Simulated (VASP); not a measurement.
```
AlTi
1.0
    2.82335     0.00000     0.00000
    0.00000     2.82335     0.00000
    0.00000     0.00000     4.05982
Ti Al
1 1
Direct
  0.00000   0.00000   0.00000
  0.50000   0.50000   0.50000
```

Method: PBE GGA, VASP's PBE PAW potentials (set 64) (plane waves; VASP). Settings: 400 eV cut-off, Gaussian smearing of 0.050 eV, potentials Ti_sv Al.

Problem. Estimate the band gap (along the path) with the smallest direct gap where there is one.

Solution. 
```yaml
band gap (along the path): none (metal, semimetal or under 0.01 eV)
```

Total energies compare only between runs with the same potentials, cut-off and functional.

The compound is TiAl in the L1_0 structure. It was relaxed first. The electron count is odd and the run is not spin-polarised, which forces a metal.
